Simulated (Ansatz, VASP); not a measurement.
**SnSe2: VASP beside Ansatz**

Wanted: the spread between two codes on one cell, functional and k mesh. The cell is taken from a series of runs on this material, whose earlier steps may have relaxed, scaled, displaced or heated it; both programs get it as it stands.

Method: plane waves, with VASP 6.6.1 beside it; relaxation of cell and atoms at PBE with D3(BJ), in Ansatz 0.2.0.

**1. The structure**

It takes space group P-3m1 (No. 164, trigonal). The conventional cell has a = 3.839 Å, b = 3.839 Å, c = 6.027 Å, α = 90.00°, β = 90.00°, γ = 120.00°. Nearest to Se lie 3 Sn at 2.73 Å. Nearest to Sn lie 6 Se at 2.73 Å. Farther neighbours and most contacts between anions are not listed.

As a file:

```cif
data_structure
_symmetry_space_group_name_H-M 'P 1'
_symmetry_Int_Tables_number 1
_cell_length_a 3.8387
_cell_length_b 3.8387
_cell_length_c 6.0267
_cell_angle_alpha 90.000
_cell_angle_beta 90.000
_cell_angle_gamma 120.000
_cell_volume 76.91
loop_
_atom_site_label
_atom_site_type_symbol
_atom_site_fract_x
_atom_site_fract_y
_atom_site_fract_z
_atom_site_occupancy
Se1 Se 0.33333 0.66667 0.26454 1
Se2 Se 0.66667 0.33333 0.73546 1
Sn3 Sn 0.00000 0.00000 0.00000 1
```

**2. Ansatz: relaxation of cell and atoms, PBE with D3(BJ), pair 1**

Ansatz runs on its PAW soft_1 files.

The relaxed volume is the usual yardstick between codes: in a stiff, nearly cubic crystal its relative difference is about their pressure difference at one cell divided by the bulk modulus.

input.yaml reads:

```yaml
crystal:
  lattice:
    - [3.8387438931, 0.0, 0.0]
    - [-1.9193719465, 3.32444973, 0.0]
    - [0.0, 0.0, 6.02674321]
  atoms:
    - { symbol: Se, position: [0.3333333333, 0.6666666667, 0.2645396737] }
    - { symbol: Se, position: [0.6666666667, 0.3333333333, 0.7354603263] }
    - { symbol: Sn, position: [0.0, 0.0, 0.0] }
kpoints:
  mp_grid: { grid: [9, 9, 6] }
hamiltonian:
  xc: pbe
  dispersion: d3bj
  pseudopotentials: { kind: paw, azcp: { folder: soft_1 } }
scf:
  occupations: { method: gaussian, width: 0.02 }
output:
  forces: true
  stress: true
  eigenvalues: true
  write_density: true
  write_potential: true
  elf: true
  volumetric_format: npy
relax:
  adjacent_minimum: "off"
  f_tol: 0.005
  max_steps: 80
  cell: { stress_tol: 0.05 }
```

Run with:

```sh
$ ansatz run input.yaml --threads 8 --pin off --max-ram 16384MiB --backend cpu --events-out ev --progress --plain --runs-dir out
```

Numbers of over 12 decimals in the logs are rounded to 6 here.

What it wrote:

```text
Engine: ansatz 0.2.0, aarch64-unknown-linux-gnu
Pseudopotentials: kind: paw
Pseudopotential: Se, paw, valence charge 16, recommended cutoff 420 eV (normal), soft_1/Se.paw.azcp
Pseudopotential: Sn, paw, valence charge 14, recommended cutoff 420 eV (normal), soft_1/Sn.paw.azcp
Functional definition: PBE
  parameter kappa = 0.804
  parameter beta = 0.066725
  exchange = pbe_x(kappa = kappa, mu = beta*pi^2/3)
  correlation = pbe_c(beta = beta)
Crystal: 3 atoms, lattice volume = 76.912 Å³
Basis set: ecut = 420 eV, 1485 PW (Γ), exchange–correlation on 54×54×90 points (8 copies of the dense FFT grid, shifted against one another)
Bands: 28, of which v1, the nominal top of the filled ones, is band 23 counted from 1 (22 counted from 0)
Symmetry: 12 space group operations
Space group: P-3m1 (ITA 164), of the structure as read, at distance tolerance 4.3e-5 Å
k-points: 62 of 486
Non-local potential: Se, projectors of the file, l = 0: 2, l = 1: 2, l = 2: 3, l = 3: 1
Non-local potential: Sn, projectors of the file, l = 0: 2, l = 1: 2, l = 2: 2, l = 3: 1
PAW form: soft (Blöchl's): semilocal exchange-correlation on the pseudo side does not see the compensation charge
PAW one-centre angular grid: Se, 590 points (default); XC on 64 Gauss nodes
PAW one-centre angular grid: Sn, 590 points (default); XC on 64 Gauss nodes
Initial density: superposition of atomic densities (chi_scale 0.1, normalization cell, long waves kept (reshape's long-wave potential 0.08 eV rms))
Initial wavefunctions: pseudopotential atomic-orbital guess
Functional: x = pbe(κ = 0.804, μ = 0.219515), c = pbe(β = 0.066725)
SCF iter   1: F=—  HF=-16964.902925 eV  |F-HF|=—  |Δ(HF+E_count)|=         —  Δρ=3.22e-2  dr2=1.57e0  ethr=3.10e-3  ⟨swp⟩=7.0  Hψ=7909  notcnv=0
preconditioner: auto → Resta (q_TF=auto, 2.504 Å⁻¹)  ε∞=4.0  [insulator: Δε(μ)=0.249 eV  Ē_g=9.756 eV  σ=0.020 eV  W_gap=1.00  n_scr=22 (ndim 8)  ℏωp=16.9 eV  f_vac=0.024  D(μ)=0.00/eV (n_scr^D=0)  ε∞_Penn≈4.0]
SCF iter   2: F=—  HF=-16964.567254 eV  |F-HF|=—  |Δ(HF+E_count)|=   3.36e-1  Δρ=1.62e-2  dr2=2.31e-1  ethr=3.10e-3  ⟨swp⟩=2.1  Hψ=2496  notcnv=0  defer=62
SCF iter   3: F=—  HF=-16964.518675 eV  |F-HF|=—  |Δ(HF+E_count)|=   4.86e-2  Δρ=5.20e-3  dr2=1.68e-2  ethr=5.03e-4  ⟨swp⟩=2.1  Hψ=2208  notcnv=0  defer=62
SCF iter   4: F=—  HF=-16964.518986 eV  |F-HF|=—  |Δ(HF+E_count)|=   3.11e-4  Δρ=1.08e-3  dr2=1.35e-3  ethr=3.66e-5  ⟨swp⟩=2.1  Hψ=3339  notcnv=0  defer=62
SCF iter   5: F=—  HF=-16964.519190 eV  |F-HF|=—  |Δ(HF+E_count)|=   2.04e-4  Δρ=5.06e-4  dr2=2.01e-4  ethr=2.93e-6  ⟨swp⟩=2.0  Hψ=3348  notcnv=0  defer=62
SCF iter   6: F=—  HF=-16964.519484 eV  |F-HF|=—  |Δ(HF+E_count)|=   2.94e-4  Δρ=1.35e-4  dr2=1.74e-5  ethr=4.38e-7  ⟨swp⟩=3.0  Hψ=3190  notcnv=0  defer=62
SCF iter   7: F=—  HF=-16964.519517 eV  |F-HF|=—  |Δ(HF+E_count)|=   3.33e-5  Δρ=4.07e-5  dr2=1.23e-6  ethr=3.79e-8  ⟨swp⟩=3.0  Hψ=3243  notcnv=0  defer=62
SCF iter   8: F=-16964.519521 eV  HF=-16964.519521 eV  |F-HF|=1.58e-7  |Δ(HF+E_count)|=   3.87e-6  Δρ=7.53e-6  dr2=9.06e-8  ethr=2.17e-10  ⟨swp⟩=13.3  Hψ=13439  notcnv=0
SCF 1 converged in 8 iterations: F = -16964.519521 eV  dr2 = 9.06e-8
  greatest PAW one-centre occupation: 1.000 electrons in one spin orbital (limit 2), on the Se atom at site 1 (counted from 0), in its partial waves of l = 2
relax step   1: F+E_penalty+E_count = -16964.51952088 eV  Δ(F+E_penalty+E_count) = +0.000e0 eV  max|allowed force component| = 9.895e-4 eV/Å  Δτ_max = 0.0000 Å  P = -0.039 GPa  Ω = 76.912 Å³  (8 SCF iters, dr2 threshold 1.00e-7 eV, accepted)
[...]
relax step   2: F+E_penalty+E_count = -16964.51957907 eV  Δ(F+E_penalty+E_count) = -5.819e-5 eV  max|allowed force component| = 2.418e-3 eV/Å  Δτ_max = 0.0033 Å  P = +0.017 GPa  Ω = 76.726 Å³  energy of the carried Pulay correction = +1.282e-5 eV  (5 SCF iters, dr2 threshold 1.93e-8 eV, accepted)
[...]
relax step   3: F+E_penalty+E_count = -16964.51956706 eV  Δ(F+E_penalty+E_count) = +1.201e-5 eV  max|allowed force component| = 2.418e-3 eV/Å  Δτ_max = 0.0000 Å  P = +0.017 GPa  Ω = 76.726 Å³  stress off target by 3.88e-2 GPa  SCF on the basis re-selected at this cell (its energy is not comparable with the rows above)  (5 SCF iters)
basis re-selected at this cell: Δ(F+E_penalty+E_count) = +1.201e-5 eV, ΔP = -0.000 GPa vs the last step (what re-selecting the basis moved, of the pressure what is left beyond the Pulay correction that the steps carried, after the strain that the cell walked since its last selection, with what the two solves' SCF thresholds leave and, on support functions, any second-order correction that the steps lacked; it is no m [...]
SCF converged after 5 iterations
Free energy (F): -16964.519567 eV
Harris-Foulkes:  -16964.519567 eV  (|F-HF|=7.28e-12)
Internal energy: -16964.519567 eV  (E = F + TS)
E sigma→0 (E₀):  -16964.519567 eV
Fermi energy:    8.322121 eV
--- Per-component energies (eV) ---
  E_band       = -862.941249
  E_kinetic    = 389.776323
  E_local      = -6475.606659  (includes V_loc(G=0)·N_el)
  E_nonlocal   = -563.558757
  E_hartree    = 3374.927557
  E_xc         = -295.526889
  E_vxc        = -260.455671  (∫ρ·V_xc dr)
  E_paw        = -8631.657273  (= ΣΔE_a)
  E_vpaw       = -702.951091  (= ΣTr[D̂ρ^β])
  E_aug_tail   = -0.000464  (compensation charges beyond the density's cutoff)
  E_ewald      = -4761.781306
  E_disp       = -1.092099  (pairwise vdW)
  E_smearing   = -0.000000  (= −TS)
  E_closure    = -0.000000  (closes the sum)
  Σ components = -16964.519567   (vs F -16964.519567, Δ=0.00e0)
--- Forces (eV/Å), atoms counted from 1 ---
  atom   1  Se    -0.00000000    -0.00000000    -0.00241780
  atom   2  Se     0.00000000     0.00000000     0.00241780
  atom   3  Sn    -0.00000000     0.00000000     0.00000000
  max |Σ_I F_I| component: 1.16e-18 eV/Å
--- Stress (GPa, compression-positive) ---
        0.038840      -0.000000       0.000000
       -0.000000       0.038840      -0.000000
        0.000000      -0.000000      -0.026779
  P = ⅓ Tr σ = 0.0170 GPa (0.170 kbar)
--- Band table (eV; the first three rows and the last of 62) ---
  k-point 0: bands = [... 19 lower, 7.4380, 7.6044, 7.6044, 8.0282, 8.8637, 11.0817, 12.6452, 12.6452, ... 1 higher]
  k-point 1: bands = [... 19 lower, 7.3706, 7.3706, 7.6945, 7.6945, 9.5183, 11.0783, 12.5443, 12.5443, ... 1 higher]
  k-point 2: bands = [... 19 lower, 7.2980, 7.2980, 7.8143, 7.8143, 10.2175, 11.0297, 12.3540, 12.3540, ... 1 higher]
  k-point 61: bands = [... 19 lower, 3.8347, 4.3016, 7.7388, 7.7388, 10.3511, 12.3382, 12.3382, 13.8231, ... 1 higher]
--- Relaxed structure (2 steps of the walk, 2 accepted, 1 SCFs on fresh bases) ---
  F+E_penalty+E_count = -16964.51956706 eV   max|allowed force component| = 2.418e-3 eV/Å   (the final SCF, on the basis selected at the relaxed cell)
  cell:  # Å, volume = 76.7259 Å³
    - [3.838142, -2.886298098358399e-11, 3.208255049615229e-19]
    - [-1.919071, 3.323929, -1.6041275248284826e-19]
    - [5.036889637547315e-19, 0, 6.014077]
  atoms:
    - { symbol: Se, position: [0.333333, 0.666667, 0.265082] }
    - { symbol: Se, position: [0.666667, 0.333333, 0.734918] }
    - { symbol: Sn, position: [0, 0, 0] }
```

In the SCF lines HF is the Harris–Foulkes energy and dr2 the Hartree energy of the density residual, in eV; the loop may stop once dr2 is under the threshold and the program's other checks hold. Hψ counts applications of the Hamiltonian.

**3. VASP: relaxation of cell and atoms, PBE with D3(BJ), pair 1**

The same cell, functional, mesh and smearing now go to VASP, with its own data sets.

Lines of VASP's logs that name or quote its potential files are left out, and so is its time.

INCAR reads:

```
SYSTEM = SnSe2
PREC = Accurate
ENCUT = 500
EDIFF = 1E-07
NELM = 120
ISMEAR = 0
SIGMA = 0.02
LREAL = .FALSE.
ALGO = Normal
GGA = PE
IVDW = 12
NBANDS = 19
LORBIT = 11
LWAVE = .FALSE.
LCHARG = .FALSE.
ISIF = 3
IBRION = 2
NSW = 80
EDIFFG = -0.005
LASPH = .TRUE.
GGA_COMPAT = .FALSE.
NELMIN = 4
EFERMI = MIDGAP
```

POSCAR reads:

```
SnSe2
1.0
    3.8387440000      0.0000000000      0.0000000000
   -1.9193720000      3.3244500000      0.0000000000
    0.0000000000      0.0000000000      6.0267430000
Se Sn
2 1
Direct
    0.3333333333      0.6666666667      0.2645397356
    0.6666666667      0.3333333333      0.7354604303
    0.0000000000      0.0000000000      0.0000000000
```

KPOINTS reads:

```
Automatic mesh
0
Gamma
9 9 6
0 0 0
```

PAW data sets: Se and Sn_d (PBE family, release 64).

Run with:

```sh
$ mpirun -np 1 vasp_std
```

What it wrote:

```text
[banner, memory and clock lines left out]
running    1 mpi-ranks, on    1 nodes
 distrk:  each k-point on    1 cores,    1 groups
 distr:  one band on    1 cores,    1 groups

 POSCAR found type information on POSCAR SeSn
 POSCAR found :  2 types and       3 ions
 LDA part: xc-table for (Slater+PW92), standard interpolation
 POSCAR, INCAR and KPOINTS ok, starting setup
 FFT: planning ... GRIDC
 FFT: planning ... GRID_SOFT
 FFT: planning ... GRID
 WAVECAR not read
 entering main loop
       N       E                     dE             d eps       ncg     rms          rms(c)
DAV:   1     0.200502930443E+03    0.20050E+03   -0.12020E+04  2400   0.153E+03
DAV:   2     0.106221619255E+02   -0.18988E+03   -0.18431E+03  2500   0.381E+02
DAV:   3    -0.112749252622E+02   -0.21897E+02   -0.21328E+02  2905   0.115E+02
DAV:   4    -0.120409476373E+02   -0.76602E+00   -0.76432E+00  2777   0.222E+01
DAV:   5    -0.120584989123E+02   -0.17551E-01   -0.17550E-01  3276   0.360E+00    0.490E+00
DAV:   6    -0.118221087126E+02    0.23639E+00   -0.53038E-01  3489   0.758E+00    0.316E+00
DAV:   7    -0.118078195513E+02    0.14289E-01   -0.14678E-01  2638   0.242E+00    0.104E+00
DAV:   8    -0.118080581837E+02   -0.23863E-03   -0.11226E-02  2828   0.991E-01    0.275E-01
DAV:   9    -0.118085509701E+02   -0.49279E-03   -0.15263E-03  2602   0.296E-01    0.833E-02
DAV:  10    -0.118085598278E+02   -0.88577E-05   -0.12510E-04  3053   0.776E-02    0.327E-02
DAV:  11    -0.118085888669E+02   -0.29039E-04   -0.46770E-05  2437   0.394E-02    0.908E-03
DAV:  12    -0.118085887160E+02    0.15089E-06   -0.24682E-06  3170   0.118E-02    0.645E-03
DAV:  13    -0.118085891628E+02   -0.44685E-06   -0.20086E-06  2458   0.770E-03    0.255E-03
DAV:  14    -0.118085892609E+02   -0.98022E-07   -0.38097E-08  2049   0.129E-03
   1 F= -.12897590E+02 E0= -.12897590E+02  d E =-.128976E+02
[...]
2 F= -.12897607E+02 E0= -.12897607E+02  d E =-.173133E-04
[...]
3 F= -.12897607E+02 E0= -.12897607E+02  d E =-.173201E-04
[...]
4 F= -.12897628E+02 E0= -.12897628E+02  d E =-.206357E-04
[...]
5 F= -.12897663E+02 E0= -.12897663E+02  d E =-.555379E-04
[...]
6 F= -.12897666E+02 E0= -.12897666E+02  d E =-.582200E-04
 curvature:  -4.00 expect dE=-0.678E-04 dE for cont linesearch -0.232E-08
 trial: gam= 0.82141 g(F)=  0.921E-05 g(S)=  0.773E-05 ort =-0.150E-06 (trialstep = 0.159E+01)
 search vector abs. value=  0.429E-04
 bond charge predicted
       N       E                     dE             d eps       ncg     rms          rms(c)
DAV:   1    -0.118065346156E+02    0.65128E-03   -0.59654E-03  2542   0.672E-01    0.476E-02
DAV:   2    -0.118065001816E+02    0.34434E-04   -0.28437E-04  2686   0.171E-01    0.231E-02
DAV:   3    -0.118064853209E+02    0.14861E-04   -0.29317E-05  3074   0.742E-02    0.789E-03
DAV:   4    -0.118064845473E+02    0.77362E-06   -0.46190E-06  3453   0.217E-02    0.283E-03
DAV:   5    -0.118064848140E+02   -0.26671E-06   -0.18294E-07  1591   0.427E-03    0.899E-04
DAV:   6    -0.118064849315E+02   -0.11748E-06   -0.65594E-08  1217   0.256E-03    0.268E-04
DAV:   7    -0.118064849016E+02    0.29885E-07   -0.11271E-08  1205   0.123E-03
   7 F= -.12897681E+02 E0= -.12897681E+02  d E =-.155981E-04
 trial-energy change:   -0.000016  1 .order   -0.000016   -0.000027   -0.000005
 step:   2.0471(harm=  1.9805)  dis= 0.00199  next Energy=   -12.897682 (dE=-0.163E-04)
 reached required accuracy - stopping structural energy minimisation
```

From OUTCAR (step 3):

```text
ion  position               nearest neighbor table
   1  0.333  0.667  0.265-   3 2.73   3 2.73   3 2.73
   2  0.667  0.333  0.735-   3 2.73   3 2.73   3 2.73
   3  0.000  0.000  0.000-   2 2.73   2 2.73   2 2.73   1 2.73   1 2.73   1 2.73

  LATTYP: Found a hexagonal cell.
 ALAT       =     3.8387440000
 C/A-ratio  =     1.5699778365

 Subroutine GETGRP returns: Found 12 space group operations
 (whereof 12 operations were pure point group operations)

The static configuration has the point symmetry D_3d.

 Found     62 irreducible k-points:

   k-points           NKPTS =     62   k-points in BZ     NKDIM =     62   number of bands    NBANDS=     19

   dimension x,y,z NGX =    28 NGY =   28 NGZ =   48
   dimension x,y,z NGXF=    56 NGYF=   56 NGZF=   96

   ENCUT  =  500.0 eV  36.75 Ry    6.06 a.u.   7.00  7.00 10.99*2*pi/ulx,y,z

   NELECT =      26.0000    total number of electrons

 k-points in reciprocal lattice and weights: Automatic mesh
   0.00000000  0.00000000  0.00000000       0.002
   0.11111111 -0.00000000  0.00000000       0.012
   0.22222222 -0.00000000  0.00000000       0.012
   0.33333333  0.00000000  0.00000000       0.012
   0.44444444 -0.00000000  0.00000000       0.012
   0.11111111  0.11111111  0.00000000       0.012
   0.22222222  0.11111111  0.00000000       0.025
   0.33333333  0.11111111  0.00000000       0.025
   0.44444444  0.11111111  0.00000000       0.012
[...]
0.33333333  0.22222222  0.50000000       0.025
   0.33333333  0.33333333  0.50000000       0.004

 Edisp (eV)   -1.09048

 average (electrostatic) potential at core
       1 -53.3042       2 -53.3042       3-102.5856

 E-fermi :   4.5918

 k-point     1 :       0.0000    0.0000    0.0000
  band No.  band energies     occupation
    ...
      9       3.6978      2.00000
     10       3.6978      2.00000
     11       3.8619      2.00000
     12       3.8619      2.00000
     13       4.3088      2.00000
     14       5.1109      0.00000
     15       7.3319      0.00000
     16       8.8978      0.00000
     17       8.8978      0.00000
     18      12.4987      0.00000
    ...

 k-point     2 :       0.1111   -0.0000    0.0000
  band No.  band energies     occupation
    ...
      9       2.4263      2.00000
     10       3.1794      2.00000
     11       3.2421      2.00000
     12       4.1420      2.00000
     13       4.4066      2.00000
     14       6.0552      0.00000
     15       7.8934      0.00000
     16       8.5674      0.00000
     17       9.0752      0.00000
     18      12.0379      0.00000
    ...

 k-point     3 :       0.2222   -0.0000    0.0000
  band No.  band energies     occupation
    ...
      9       1.0218      2.00000
     10       2.1678      2.00000
     11       2.5519      2.00000
     12       4.1922      2.00000
     13       4.2073      2.00000
     14       6.3204      0.00000
     15       8.0293      0.00000
     16       9.3503      0.00000
     17       9.4717      0.00000
     18      10.8517      0.00000
    ...

 Edisp (eV)   -1.09120

  Total      -0.00769    -0.00769     0.00061    -0.00000    -0.00000     0.00000
  in kB      -0.16049    -0.16049     0.01277    -0.00000    -0.00000     0.00000
  external pressure =       -0.10 kB  Pullay stress =        0.00 kB

  energy-cutoff  :      500.00
  volume of cell :       76.77
      direct lattice vectors                 reciprocal lattice vectors
     3.841738236 -0.000000000 -0.000000000     0.260298838  0.150283596  0.000000000
    -1.920869118  3.327043085 -0.000000000     0.000000000  0.300567193  0.000000000
    -0.000000000 -0.000000000  6.006495160     0.000000000  0.000000000  0.166486441

 POSITION                                       TOTAL-FORCE (eV/Angst)
 -----------------------------------------------------------------------------------
     -0.00000      2.21803      1.59414        -0.000000     -0.000000      0.001164
      1.92087      1.10901      4.41235         0.000000      0.000000     -0.001164
     -1.92087      3.32704      6.00650         0.000000     -0.000000      0.000000
 -----------------------------------------------------------------------------------
    total drift:                               -0.000000     -0.000000     -0.000322

  FREE ENERGIE OF THE ION-ELECTRON SYSTEM (eV)
  ---------------------------------------------------
  free  energy   TOTEN  =       -12.8976810989 eV

  energy  without entropy=      -12.8976810989  energy(sigma->0) =      -12.89768110

 reached required accuracy - stopping structural energy minimisation

 total charge
# of ion       s       p       d       tot
------------------------------------------
    1        1.487   2.298   0.027   3.813
    2        1.487   2.298   0.027   3.813
    3        1.067   1.003  10.090  12.160
--------------------------------------------------
tot          4.042   5.598  10.145  19.785

[... 3 further parts left out ...]
```

CONTCAR:

```
SnSe2
   1.00000000000000
     3.8417382358049808   -0.0000000000000000   -0.0000000000000000
    -1.9208691179024904    3.3270430846866987   -0.0000000000000001
    -0.0000000000000000   -0.0000000000000002    6.0064951604189778
  Se              Sn
     2     1
Direct
     0.3333333332999970    0.6666666667000030    0.2654029572655162
     0.6666666667000030    0.3333333332999970    0.7345972086344886
     0.0000000000000000    1.0000000000000000    1.0000000000000000
```

The run keeps the 12 symmetry operations of its start, so it cannot find a distortion of lower symmetry.

**4. Comparison**

Known differences besides the potentials themselves: the data sets hold 46 valence electrons in Ansatz (on its PAW soft_1 files) and 26 in VASP; the cutoff is 420 eV in Ansatz and 500 eV in VASP; Ansatz adds a Pulay correction to the stress that steers its cell, VASP none. Total energies have different zeros and are not compared.

Both answers:

| quantity | Ansatz | VASP | difference |
| --- | --- | --- | --- |
| volume (Å³) | 76.73 | 76.77 | -0.06 % |
| edge a after relaxation, in the typed setting (Å) | 3.838 | 3.842 | -0.09 % |
| edge c after relaxation, in the typed setting (Å) | 6.014 | 6.006 | +0.13 % |

(Continued in part 2 of 2.)

[Lines on the potential files, build, host, timing and source positions are cut from VASP's logs without a mark.]

[Logs are printed without paths, hosts, clocks, repeated set-up lines and the standing remarks that a program may print on its own settings, such as how far it seeks lower states.]

[Hosts, paths, dates, database ids (printed as entryN), source tags and the programs' standing remarks are cut or masked in the printed files.]
